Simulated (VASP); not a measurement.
Here is a VASP 6.6.1 calculation.

INCAR

```
ALGO = Normal ; DIPOL = 0.5 0.5 0.500
EDIFF = 1E-6 ; EDIFFG = -0.005
ENCUT = 520 ; IBRION = 2
IDIPOL = 3 ; ISIF = 2
ISMEAR = -1 ; LASPH = T
LCHARG = F ; LDIPOL = T
LREAL = F ; LWAVE = F
NELM = 80 ; NSW = 60
PREC = Accurate ; SIGMA = 0.05
```

KPOINTS

```
k-points
0
Gamma
  7 7 1
```

File POSCAR:

```
Re
1.0
    2.7930717857      0.0000000000      0.0000000000
    0.0000000000      2.7930717857      0.0000000000
    0.0000000000      0.0000000000     24.8750000000
Re
6
Selective dynamics
Direct
    0.5000000000      0.5000000000      0.3015075377  F F F
    0.0000000000      0.0000000000      0.3809045226  F F F
    0.5000000000      0.5000000000      0.4603015075  F F F
    0.0000000000      0.0000000000      0.5396984925  T T T
    0.5000000000      0.5000000000      0.6190954774  T T T
    0.0000000000      0.0000000000      0.6984924623  T T T
```

Potentials or basis: VASP PAW LDA potentials, release 64 (Re).

Launch:

```console
$ cat potpaw_LDA.64/Re/POTCAR > POTCAR
$ mpirun -np 1 vasp_std > vasp.out
```

Problem. What does it give for the energy gained by relaxing?

Solution. 73.1 meV/atom.

Problem. What does it give for the band gap on the k mesh?

Solution. None (metal or under the smearing width).

Step by step:
| step | energy change (eV) | largest force (eV/Å) | pressure (GPa) |
| --- | --- | --- | --- |
| 1 | 0.0000 | 2.0879 | -14.68 |
| 2 | -0.2005 | 2.0613 | -13.31 |
| 3 | -0.2753 | 2.0996 | -11.30 |
| 4 | -0.2773 | 2.0901 | -11.67 |
| 5 | -0.3148 | 2.1012 | -11.28 |
| 6 | -0.3974 | 2.1246 | -10.00 |
| 7 | -0.3994 | 2.1707 | -7.02 |
| 8 | -0.4286 | 2.1404 | -8.66 |
| 9 | -0.4234 | 2.2157 | -7.02 |
| 10 | -0.4383 | 2.1804 | -7.99 |
| 11 | -0.4383 | 2.1837 | -7.97 |
| 12 | -0.4384 | 2.1893 | -7.94 |
| 13 | -0.4383 | 2.1826 | -7.94 |
| 14 | -0.4383 | 2.1833 | -7.94 |
| 15 | -0.4384 | 2.1833 | -7.91 |
| 16 | -0.4384 | 2.1831 | -7.92 |
| 17 | -0.4384 | 2.1834 | -7.92 |
| 18 | -0.4384 | 2.1835 | -7.92 |
| 19 | -0.4384 | 2.1829 | -7.92 |
| 20 | -0.4384 | 2.1833 | -7.88 |
| 21 | -0.4384 | 2.1842 | -7.90 |

Spin-orbit coupling is left out, which matters for the levels of Re.
